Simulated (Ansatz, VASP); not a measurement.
# Cross-check of Ge21H10 (Ge wire along [110], 42 atoms a period, H-terminated) between VASP and Ansatz, part 2 of 2

Wanted: the spread between two codes on one cell, functional and k mesh. Of the first pair: The structure shown is the start of the Ansatz relaxation below; VASP solves that cell, so the two are compared at the walk's first step.

VASP 6.6.1 and Ansatz 0.2.0.

So far. Step 4 (Comparison): The forces differ by 8.8 meV/Å r.m.s., which is 8.0 % of the r.m.s. force of 0.110 eV/Å (both taken over all components).

### Step 5. Ansatz: relaxation, PBE

Level of this step: Ansatz beside VASP: Kohn-Sham DFT, plane waves, PBE (Ansatz).

This run makes the geometry at which the two programs are then compared. The cell compared in this pair holds 2576.21 Å³, against 2552.28 Å³ for the pair before.

The structure compared here is the end of the Ansatz relaxation.

Input file input.yaml:

```yaml
crystal:
  lattice:
    - [24.441, 0.0, 0.0]
    - [0.0, 25.639, 0.0]
    - [0.0, 0.0, 4.0729350596]
  atoms:
    - { symbol: Ge, position: [0.175961148, 0.420575578, 0.0] }
    - { symbol: H, position: [0.198027904, 0.708540681, 0.0] }
    - { symbol: Ge, position: [0.234878541, 0.34114707, 0.0] }
    - { symbol: Ge, position: [0.234878541, 0.500004087, 0.0] }
    - { symbol: Ge, position: [0.41163072, 0.420575578, 0.0] }
    - { symbol: Ge, position: [0.41163072, 0.738289613, 0.0] }
    - { symbol: H, position: [0.433697476, 0.867397698, 0.0] }
    - { symbol: Ge, position: [0.470548113, 0.34114707, 0.0] }
    - { symbol: Ge, position: [0.470548113, 0.182290053, 0.0] }
    - { symbol: Ge, position: [0.470548113, 0.500004087, 0.0] }
    - { symbol: Ge, position: [0.647300291, 0.420575578, 0.0] }
    - { symbol: Ge, position: [0.647300291, 0.738289613, 0.0] }
    - { symbol: H, position: [0.684150928, 0.212038985, 0.0] }
    - { symbol: Ge, position: [0.706217684, 0.34114707, 0.0] }
    - { symbol: Ge, position: [0.706217684, 0.500004087, 0.0] }
    - { symbol: H, position: [0.860903107, 0.420575578, 0.187268604] }
    - { symbol: H, position: [0.860903107, 0.579432595, 0.187268604] }
    - { symbol: H, position: [0.139110511, 0.420575578, 0.312731396] }
    - { symbol: H, position: [0.139110511, 0.579432595, 0.312731396] }
    - { symbol: Ge, position: [0.293795934, 0.34114707, 0.5] }
    - { symbol: Ge, position: [0.293795934, 0.658861104, 0.5] }
    - { symbol: Ge, position: [0.293795934, 0.500004087, 0.5] }
    - { symbol: H, position: [0.31586269, 0.212038985, 0.5] }
    - { symbol: H, position: [0.31586269, 0.787969189, 0.5] }
    - { symbol: Ge, position: [0.352713327, 0.261718561, 0.5] }
    - { symbol: Ge, position: [0.352713327, 0.420575578, 0.5] }
    - { symbol: Ge, position: [0.352713327, 0.579432595, 0.5] }
    - { symbol: Ge, position: [0.352713327, 0.738289613, 0.5] }
    - { symbol: Ge, position: [0.529465506, 0.34114707, 0.5] }
    - { symbol: Ge, position: [0.529465506, 0.182290053, 0.5] }
    - { symbol: Ge, position: [0.529465506, 0.658861104, 0.5] }
    - { symbol: Ge, position: [0.529465506, 0.500004087, 0.5] }
    - { symbol: Ge, position: [0.529465506, 0.817718121, 0.5] }
    - { symbol: H, position: [0.566316143, 0.132610476, 0.5] }
    - { symbol: H, position: [0.566316143, 0.867397698, 0.5] }
    - { symbol: Ge, position: [0.588382898, 0.261718561, 0.5] }
    - { symbol: Ge, position: [0.588382898, 0.420575578, 0.5] }
    - { symbol: Ge, position: [0.588382898, 0.579432595, 0.5] }
    - { symbol: Ge, position: [0.588382898, 0.738289613, 0.5] }
    - { symbol: Ge, position: [0.765135077, 0.34114707, 0.5] }
    - { symbol: Ge, position: [0.765135077, 0.658861104, 0.5] }
    - { symbol: Ge, position: [0.765135077, 0.500004087, 0.5] }
    - { symbol: H, position: [0.801985714, 0.291467493, 0.5] }
    - { symbol: H, position: [0.801985714, 0.708540681, 0.5] }
    - { symbol: Ge, position: [0.82405247, 0.420575578, 0.5] }
    - { symbol: Ge, position: [0.82405247, 0.579432595, 0.5] }
    - { symbol: H, position: [0.139110511, 0.420575578, 0.687268604] }
    - { symbol: H, position: [0.139110511, 0.579432595, 0.687268604] }
    - { symbol: H, position: [0.860903107, 0.420575578, 0.812731396] }
    - { symbol: H, position: [0.860903107, 0.579432595, 0.812731396] }
    - { symbol: Ge, position: [0.175961148, 0.579432595, 0.0] }
    - { symbol: H, position: [0.198027904, 0.291467493, 0.0] }
    - { symbol: Ge, position: [0.234878541, 0.658861104, 0.0] }
    - { symbol: Ge, position: [0.41163072, 0.261718561, 0.0] }
    - { symbol: Ge, position: [0.41163072, 0.579432595, 0.0] }
    - { symbol: H, position: [0.433697476, 0.132610476, 0.0] }
    - { symbol: Ge, position: [0.470548113, 0.658861104, 0.0] }
    - { symbol: Ge, position: [0.470548113, 0.817718121, 0.0] }
    - { symbol: Ge, position: [0.647300291, 0.261718561, 0.0] }
    - { symbol: Ge, position: [0.647300291, 0.579432595, 0.0] }
    - { symbol: H, position: [0.684150928, 0.787969189, 0.0] }
    - { symbol: Ge, position: [0.706217684, 0.658861104, 0.0] }
kpoints:
  mp_grid: { grid: [1, 1, 20] }
scf:
  occupations: { method: fermi_dirac, width: 0.05 }
hamiltonian:
  xc: pbe
  pseudopotentials: { kind: paw, azcp: { folder: soft_1 } }
relax:
  cell: { fix: [a, b, alpha, beta, gamma] }
  max_steps: 45
  f_tol: 0.03
```

Started as:

```bash
> ansatz run input.yaml --threads 16 --pin off --max-ram 61440MiB --backend cuda --events-out ev --progress --plain --runs-dir out --max-vram 78GiB
```

Numbers of over 12 decimals in the logs are rounded to 6 here.

Output:

```text
[...]
Crystal: 62 atoms, lattice volume = 2552.275 Å³
Basis set: ecut = 420 eV, 49861 PW (Γ), exchange–correlation on 360×360×60 points (8 copies of the dense FFT grid, shifted against one another)
Bands: 366, of which v1, the nominal top of the filled ones, is band 304 counted from 1 (303 counted from 0)
Symmetry: 8 space group operations
[...]
k-points: 11 of 20
[...]
- { symbol: H, position: [0.141010, 0.579045, 0.297998] }
[...]
- { symbol: H, position: [0.318083, 0.214211, 0.5] }
[...]
- { symbol: H, position: [0.858990, 0.579045, 0.797998] }
[...]
- { symbol: H, position: [0.201178, 0.292937, 0] }
[...]
- { symbol: H, position: [0.434596, 0.135120, 0] }
[...]
- { symbol: Ge, position: [0.471712, 0.815480, 0] }
    - { symbol: Ge, position: [0.645087, 0.263882, 0] }
    - { symbol: Ge, position: [0.646387, 0.579281, 0] }
    - { symbol: H, position: [0.681917, 0.785789, 0] }
    - { symbol: Ge, position: [0.705015, 0.658314, 0] }
```

### Step 6. VASP: single point, PBE, relaxed cell, pair 2

The same cell, functional, mesh and smearing now go to VASP, with its own data sets.

Input file INCAR:

```
SYSTEM = Ge21H10
PREC = Accurate
ENCUT = 500
EDIFF = 1E-06
NELM = 120
ISMEAR = -1
SIGMA = 0.05
LREAL = Auto
ALGO = Normal
GGA = PE
NBANDS = 352
LORBIT = 11
LWAVE = .FALSE.
LCHARG = .FALSE.
ISIF = 2
LASPH = .TRUE.
GGA_COMPAT = .FALSE.
EFERMI = MIDGAP
```

Input file POSCAR:

```
Ge21H10
1.0
   24.4410000000      0.0000000000      0.0000000000
    0.0000000000     25.6390000000      0.0000000000
    0.0000000000      0.0000000000      4.1111321798
Ge H
42 20
Direct
    0.1792826902      0.4209035985      0.0000000000
    0.2377140229      0.3427534867      0.0000000000
    0.2367254827      0.5000000000      0.0000000000
    0.4119213737      0.4207600893      0.0000000000
    0.4122377315      0.7375066581      0.0000000000
    0.4708452677      0.3415501823      0.0000000000
    0.4717116747      0.1845196387      0.0000000000
    0.4708284385      0.5000000000      0.0000000000
    0.6463874476      0.4207190431      0.0000000000
    0.6450870403      0.7361182592      0.0000000000
    0.7050150800      0.3416863410      0.0000000000
    0.7050905472      0.5000000000      0.0000000000
    0.2949849200      0.3416863410      0.5000000000
    0.2949849200      0.6583136590      0.5000000000
    0.2949094528      0.5000000000      0.5000000000
    0.3549129597      0.2638817408      0.5000000000
    0.3536125524      0.4207190431      0.5000000000
    0.3536125524      0.5792809569      0.5000000000
    0.3549129597      0.7361182592      0.5000000000
    0.5291547323      0.3415501823      0.5000000000
    0.5282883253      0.1845196387      0.5000000000
    0.5291547323      0.6584498177      0.5000000000
    0.5291715615      0.5000000000      0.5000000000
    0.5282883253      0.8154803613      0.5000000000
    0.5877622685      0.2624933419      0.5000000000
    0.5880786263      0.4207600893      0.5000000000
    0.5880786263      0.5792399107      0.5000000000
    0.5877622685      0.7375066581      0.5000000000
    0.7622859771      0.3427534867      0.5000000000
    0.7622859771      0.6572465133      0.5000000000
    0.7632745173      0.5000000000      0.5000000000
    0.8207173098      0.4209035985      0.5000000000
    0.8207173098      0.5790964015      0.5000000000
    0.1792826902      0.5790964015      0.0000000000
    0.2377140229      0.6572465133      0.0000000000
    0.4122377315      0.2624933419      0.0000000000
    0.4119213737      0.5792399107      0.0000000000
    0.4708452677      0.6584498177      0.0000000000
    0.4717116747      0.8154803613      0.0000000000
    0.6450870403      0.2638817408      0.0000000000
    0.6463874476      0.5792809569      0.0000000000
    0.7050150800      0.6583136590      0.0000000000
    0.2011778171      0.7070627002      0.0000000000
    0.4345962420      0.8648799722      0.0000000000
    0.6819168911      0.2142111045      0.0000000000
    0.8589899684      0.4209548034      0.2020019121
    0.8589899684      0.5790451966      0.2020019121
    0.1410100316      0.4209548034      0.2979980879
    0.1410100316      0.5790451966      0.2979980879
    0.3180831089      0.2142111045      0.5000000000
    0.3180831089      0.7857888955      0.5000000000
    0.5654037580      0.1351200278      0.5000000000
    0.5654037580      0.8648799722      0.5000000000
    0.7988221829      0.2929372998      0.5000000000
    0.7988221829      0.7070627002      0.5000000000
    0.1410100316      0.4209548034      0.7020019121
    0.1410100316      0.5790451966      0.7020019121
    0.8589899684      0.4209548034      0.7979980879
    0.8589899684      0.5790451966      0.7979980879
    0.2011778171      0.2929372998      0.0000000000
    0.4345962420      0.1351200278      0.0000000000
    0.6819168911      0.7857888955      0.0000000000
```

Input file KPOINTS:

```
Automatic mesh
0
Gamma
1 1 20
0 0 0
```

The projector-augmented-wave data sets are Ge_d and H (PBE family, release 64).

Started as:

```bash
> export OMP_NUM_THREADS=3
> mpirun -np 1 vasp_std
```

Output:

```text
[... set-up lines as in an earlier step ...]
 entering main loop
       N       E                     dE             d eps       ncg     rms          rms(c)
DAV:   1     0.825873733245E+04    0.82587E+04   -0.27677E+05  8664   0.309E+03
DAV:   2     0.161595709949E+04   -0.66428E+04   -0.64904E+04  9392   0.772E+02
DAV:   3    -0.597697716605E+02   -0.16757E+04   -0.16064E+04 10496   0.256E+02
DAV:   4    -0.249739990748E+03   -0.18997E+03   -0.18749E+03  9072   0.941E+01
[...]
DAV:  27    -0.252293731680E+03   -0.15510E-05   -0.30158E-07  4992   0.467E-03    0.268E-04
DAV:  28    -0.252293734522E+03   -0.28420E-05   -0.29083E-07  4936   0.310E-03    0.494E-04
DAV:  29    -0.252293735040E+03   -0.51758E-06   -0.10765E-07  5024   0.281E-03
   1 F= -.25229374E+03 E0= -.25229373E+03  d E =-.167971E-04
```

From OUTCAR (step 6):

```text
  Total       -1.5547035     -1.5155074     -1.3389435      0.0000000      0.0000000      0.0000000
  in kB       -0.9668891     -0.9425126     -0.8327053      0.0000000      0.0000000      0.0000000
  external PRESSURE =      -0.9140357 kB  Pullay stress =       0.0000000 kB

 POSITION                                       TOTAL-FORCE (eV/Angst)
 -----------------------------------------------------------------------------------
      4.38185     10.79155      0.00000        -0.041145      0.002352      0.000000
      5.80997      8.78786      0.00000        -0.012424     -0.019872      0.000000
      5.78581     12.81950      0.00000        -0.007678     -0.000000      0.000000
     10.06777     10.78787      0.00000         0.003018     -0.000010      0.000000
     10.07550     18.90893      0.00000        -0.000617      0.003512      0.000000
     11.50793      8.75701      0.00000        -0.002302      0.001179      0.000000
     11.52911      4.73090      0.00000        -0.015511     -0.020465      0.000000
     11.50752     12.81950      0.00000        -0.001993     -0.000000      0.000000
     15.79836     10.78682      0.00000         0.000828     -0.000767      0.000000
     15.76657     18.87334      0.00000         0.016417      0.019276      0.000000
     17.23127      8.76050      0.00000        -0.001415     -0.002707      0.000000
     17.23312     12.81950      0.00000        -0.000963     -0.000000      0.000000
      7.20973      8.76050      2.05557         0.001415     -0.002707      0.000000
      7.20973     16.87850      2.05557         0.001415      0.002707      0.000000
[...]
-----------------------------------------------------------------------------------
    total drift:                                0.000000      0.000000     -0.000000

  FREE ENERGIE OF THE ION-ELECTRON SYSTEM (eV)
  ---------------------------------------------------
  free  energy   TOTEN  =      -252.2937350398 eV

  energy  without entropy=     -252.2937182428  energy(sigma->0) =     -252.29372664

[... 1 part as in an earlier step ...]

[... 1 further part left out ...]
```

### Step 7. Side by side

What differs besides the data sets and the points named for the pairs above, as far as they apply: the cutoff is 420 eV in Ansatz and 500 eV in VASP (PREC = Accurate, projectors in real space); Ansatz's pressure holds a Pulay correction, VASP's none. Total energies have different zeros and are not compared.

The two programs side by side:

| quantity | Ansatz | VASP | difference |
| --- | --- | --- | --- |
| pressure (GPa) | -0.01 | -0.09 | +0.09 |
| gap on the k mesh (eV) | 0.904 | 0.907 | -0.004 |

At this near-relaxed geometry the largest component of a force difference is 34 meV/Å. A gap on the mesh is an upper bound, since the band edges may lie between its points.

### Step 8. What came out

| Item | Value |
| --- | --- |
| r.m.s. force difference (single point, PBE, start cell, pair 1) | 8.8 meV/Å |
| difference in gap on the k mesh (single point, PBE, relaxed cell, pair 2) | -0.0038 eV |
| r.m.s. force difference (single point, PBE, relaxed cell, pair 2) | 12 meV/Å |

The r.m.s. force difference is 12 meV/Å (single point, PBE, relaxed cell, pair 2), at about the 12 meV/Å picked in this series as the mark of a large difference. How closely two codes agree says nothing of how well the functional describes the real material.

[Lines on the potential files, build, host, timing and source positions are cut from VASP's logs without a mark.]

[Logs are printed without paths, hosts, clocks, repeated set-up lines and the standing remarks that a program may print on its own settings, such as how far it seeks lower states.]

[Hosts, paths, dates, database ids (printed as entryN), source tags and the programs' standing remarks are cut or masked in the printed files.]
